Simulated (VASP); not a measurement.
# Rb2SnHgTe4: phonons from a supercell, part 2 of 6

Aim: the phonon dispersion and thermal properties of Rb2SnHgTe4. The start is a cell from a database of measured crystal structures.

VASP 6.6.1; LDA; plane waves and PAW (Hg, Te, Sn_d, Rb_sv).

So far. Step 2 (Relax the host): The run ended after 9 ionic steps, 0.070 eV below its first step, once forces and stress met EDIFFG = -0.02.

## (3) Relax the host again, on a new basis

The volume changed by more than 5 %, so the plane waves of the start no longer fit; a second relaxation removes that error.

Input file INCAR:

```
SYSTEM = Rb2SnHgTe4
PREC = Accurate
ENCUT = 350
EDIFF = 1E-06
NELM = 120
ISMEAR = 0
SIGMA = 0.05
LREAL = .FALSE.
ALGO = Normal
GGA = CA
NBANDS = 42
LORBIT = 11
LWAVE = .FALSE.
LCHARG = .FALSE.
KPAR = 4
IBRION = 2
NSW = 30
ISIF = 3
EDIFFG = -0.02
POTIM = 0.4
```

Input file POSCAR:

```
Rb2SnHgTe4
1.0
   -4.2844675871      4.2844675871      3.6246136506
    4.2844675871     -4.2844675871      3.6246136506
    4.2844675871      4.2844675871     -3.6246136506
Hg Te Sn Rb
1 4 1 2
Direct
    0.0000000000      0.0000000000      0.0000000000
    0.9186828269      0.5643425412      0.0000000000
    0.0813171731      0.0813171731      0.6456597143
    0.5643425412      0.9186828269      0.0000000000
    0.4356574588      0.4356574588      0.3543402857
    0.5000000000      0.5000000000      0.0000000000
    0.5000000000      0.0000000000      0.5000000000
    0.0000000000      0.5000000000      0.5000000000
```

Input file KPOINTS:

```
Automatic mesh
0
Gamma
4 4 4
0 0 0
```

PAW data sets: Hg, Te, Sn_d and Rb_sv (LDA family, release 64).

Command:

```bash
> mpirun -np 4 vasp_std
```

Log:

```text
[... set-up lines as in an earlier step ...]
 entering main loop
       N       E                     dE             d eps       ncg     rms          rms(c)
DAV:   1     0.455707083079E+03    0.45571E+03   -0.23675E+04  1092   0.115E+03
DAV:   2     0.244659997863E+02   -0.43124E+03   -0.41695E+03  1210   0.297E+02
DAV:   3    -0.245518957436E+02   -0.49018E+02   -0.48517E+02  1318   0.111E+02
DAV:   4    -0.281352423019E+02   -0.35833E+01   -0.35756E+01  1654   0.256E+01
DAV:   5    -0.282165855569E+02   -0.81343E-01   -0.81295E-01  1672   0.350E+00    0.113E+01
DAV:   6    -0.274069608354E+02    0.80962E+00   -0.16349E+00  1420   0.972E+00    0.882E+00
DAV:   7    -0.273347040710E+02    0.72257E-01   -0.77754E-01  1288   0.341E+00    0.326E+00
DAV:   8    -0.273227946539E+02    0.11909E-01   -0.89593E-02  1298   0.203E+00    0.102E+00
DAV:   9    -0.273219281355E+02    0.86652E-03   -0.10244E-02  1360   0.780E-01    0.289E-01
DAV:  10    -0.273215924344E+02    0.33570E-03   -0.15938E-03  1384   0.236E-01    0.136E-01
DAV:  11    -0.273215711551E+02    0.21279E-04   -0.44692E-04  1336   0.101E-01    0.457E-02
DAV:  12    -0.273215709226E+02    0.23242E-06   -0.53005E-05  1384   0.372E-02    0.195E-02
DAV:  13    -0.273215726727E+02   -0.17501E-05   -0.72913E-06  1400   0.160E-02    0.133E-02
DAV:  14    -0.273215723400E+02    0.33273E-06   -0.97969E-07   686   0.622E-03
   1 F= -.27321572E+02 E0= -.27321572E+02  d E =-.273216E+02
 curvature:   0.00 expect dE= 0.000E+00 dE for cont linesearch  0.000E+00
 trial: gam= 0.00000 g(F)=  0.103E-04 g(S)=  0.270E-03 ort = 0.000E+00 (trialstep = 0.100E+01)
 search vector abs. value=  0.280E-03
 bond charge predicted
       N       E                     dE             d eps       ncg     rms          rms(c)
DAV:   1    -0.273231488620E+02   -0.15762E-02   -0.35288E-02  1356   0.137E+00    0.244E-01
DAV:   2    -0.273220090831E+02    0.11398E-02   -0.28943E-03  1428   0.453E-01    0.939E-02
DAV:   3    -0.273217574426E+02    0.25164E-03   -0.64115E-04  1406   0.163E-01    0.681E-02
DAV:   4    -0.273217300953E+02    0.27347E-04   -0.11551E-04  1556   0.670E-02    0.125E-02
DAV:   5    -0.273217267492E+02    0.33461E-05   -0.17908E-05  1370   0.325E-02    0.112E-02
DAV:   6    -0.273217267289E+02    0.20219E-07   -0.23909E-06   924   0.728E-03
   2 F= -.27321727E+02 E0= -.27321727E+02  d E =-.154389E-03
 trial-energy change:   -0.000154  1 .order   -0.000149   -0.000280   -0.000017
 step:   1.0551(harm=  1.0628)  dis= 0.00025  next Energy=   -27.321727 (dE=-0.155E-03)
 reached required accuracy - stopping structural energy minimisation
```

Run time: 32 s. Hardware: 4 MPI ranks of AMD EPYC 9R45, shared host; peak memory 1.2 GiB; 2.1 min of CPU time.

Parts of OUTCAR (step 3):

```text
  LATTYP: Found a body centered tetragonal cell.
 ALAT       =     8.5689351742
 C/A-ratio  =     0.8459892803

The static configuration has the point symmetry D_2d.

 Found     13 irreducible k-points:

   ENCUT  =  350.0 eV  25.72 Ry    5.07 a.u.  10.77 10.77 10.77*2*pi/ulx,y,z

   NELECT =      68.0000    total number of electrons

 E-fermi :   3.5732

 k-point     1 :       0.0000    0.0000    0.0000
  band No.  band energies     occupation
    ...
     30       2.4287      2.00000
     31       2.9140      2.00000
     32       3.2572      2.00000
     33       3.3723      2.00000
     34       3.3723      2.00000
     35       4.9540      0.00000
     36       6.0517      0.00000
     37       6.8419      0.00000
     38       7.1589      0.00000
     39       7.4592      0.00000
    ...

 k-point     2 :       0.2500    0.0000    0.0000
  band No.  band energies     occupation
    ...
     30       2.2236      2.00000
     31       2.3215      2.00000
     32       2.7279      2.00000
     33       3.1267      2.00000
     34       3.1421      2.00000
     35       5.0066      0.00000
     36       5.9260      0.00000
     37       6.7699      0.00000
     38       6.9951      0.00000
     39       7.4144      0.00000
    ...

  Total        0.0495931      0.0495931     -0.0348723      0.0000000      0.0000000      0.0000000
  in kB        0.2990702      0.2990702     -0.2102965      0.0000000      0.0000000      0.0000000
  external PRESSURE =       0.1292813 kB  Pullay stress =       0.0000000 kB

  energy-cutoff  :      350.00
  volume of cell :      265.68
      direct lattice vectors                 reciprocal lattice vectors
    -4.282927448  4.282927448  3.620908767     0.000000000  0.116742580  0.138086882
     4.282927448 -4.282927448  3.620908767     0.116742580  0.000000000  0.138086882
     4.282927448  4.282927448 -3.620908767     0.116742580  0.116742580  0.000000000

 POSITION                                       TOTAL-FORCE (eV/Angst)
 -----------------------------------------------------------------------------------
      4.28293      4.28293     -3.62091        -0.000000      0.000000      0.000000
     -1.51776      1.51776      5.36967        -0.012271      0.012271     -0.002055
      2.76516      2.76516     -1.74876        -0.012271     -0.012271      0.002055
      1.51776     -1.51776      5.36967         0.012271     -0.012271     -0.002055
      1.51776      1.51776      1.87215         0.012271      0.012271      0.002055
      0.00000      0.00000      3.62091        -0.000000      0.000000      0.000000
      0.00000      4.28293      0.00000        -0.000000      0.000000      0.000000
      4.28293      0.00000      0.00000        -0.000000     -0.000000      0.000000
 -----------------------------------------------------------------------------------
    total drift:                                0.000000      0.000000      0.000001

  FREE ENERGIE OF THE ION-ELECTRON SYSTEM (eV)
  ---------------------------------------------------
  free  energy   TOTEN  =       -27.3217267289 eV

  energy  without entropy=      -27.3217267231  energy(sigma->0) =      -27.32172673

 total charge
# of ion       s       p       d       tot
------------------------------------------
    1        0.746   0.393   9.360  10.499
    2        1.382   2.012   0.022   3.416
    3        1.382   2.012   0.022   3.416
    4        1.382   2.012   0.022   3.416
    5        1.382   2.012   0.022   3.416
    6        1.157   1.087  10.031  12.274
    7        1.945   5.330   0.042   7.317
    8        1.945   5.330   0.042   7.317
--------------------------------------------------
tot         11.320  20.189  19.561  51.070

[... 5 parts as in an earlier step ...]

[... 6 further parts left out ...]
```

Step by step:

```
step  energy less that of the first step (eV)  largest force (eV/Å)  pressure (GPa)  volume (Å³)
   1                                   0.0000                0.0082           -0.07       266.14
   2                                  -0.0002                0.0175            0.01       265.68
```

```
conventional cell, symmetrised  before  after  change
                         a (Å)   8.569  8.566  -0.0 %
                         b (Å)   8.569  8.566  -0.0 %
                         c (Å)   7.249  7.242  -0.1 %
              volume (Å³/atom)   33.27  33.21  -0.2 %
```

Final coordinates:

```
Hg Te Sn Rb
1.0
    -4.28293    4.28293    3.62091
     4.28293   -4.28293    3.62091
     4.28293    4.28293   -3.62091
Hg Te Sn Rb
1 4 1 2
Direct
  0.00000 0.00000 0.00000
  0.91867 0.56429 0.00000
  0.08133 0.08133 0.64562
  0.56429 0.91867 0.00000
  0.43571 0.43571 0.35438
  0.50000 0.50000 0.00000
  0.50000 0.00000 0.50000
  0.00000 0.50000 0.50000
```

This step gave:

- electronic cycles: 20
- free energy (TOTEN): -27.32 eV
- Fermi energy: 3.573 eV
- pressure: 0.01293 GPa
- gap on the k-mesh: 0.3554 eV
- least direct gap on the k-mesh: 0.7225 eV

The run ended after 2 ionic steps, 0.000 eV below its first step, once forces and stress met EDIFFG = -0.02.

(Part 2 of 6 ends here.)

[Lines on the potential files, build, host, timing and source positions are cut from VASP's logs without a mark.]

[Logs are printed without paths, hosts, clocks, repeated set-up lines and the standing remarks that a program may print on its own settings, such as how far it seeks lower states.]

[Hosts, paths, dates, database ids (printed as entryN), source tags and the programs' standing remarks are cut or masked in the printed files.]

[Runs that stopped without an error message from VASP are left out.]
